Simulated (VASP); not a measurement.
Here is the system:

```
CELL_PARAMETERS angstrom
      4.05165     0.00000     0.00000
      0.00000     4.05165     0.00000
      0.00000     0.00000     4.05165
ATOMIC_POSITIONS crystal
  K  0.00000 0.00000 0.00000
  Ta 0.50000 0.50000 0.50000
  O  0.50000 0.00000 0.50000
  O  0.00000 0.50000 0.50000
  O  0.50000 0.50000 0.00000
```

Method: revPBE GGA, VASP's PBE PAW potentials (set 64) (plane waves; VASP). Settings: 520 eV cut-off, 6×6×6 Γ-centred mesh, tetrahedra with Blöchl corrections, potentials K_sv Ta_pv O.

The cores are frozen, which limits the accuracy of field gradients.

**Question.** Give the principal components of the electric field gradient (V/Å²) and the asymmetry η at each nucleus.

**Answer.** 
```csv
atom,Vxx,Vyy,Vzz,η
K1,0.0,0.0,0.0,-
Ta2,0.0,0.0,0.0,-
O3,-14.5,-14.5,28.9,0.00
O4,-14.5,-14.5,28.9,0.00
O5,-14.5,-14.5,28.9,0.00
```

The compound is KTaO3 in the cubic perovskite structure. It was relaxed first.
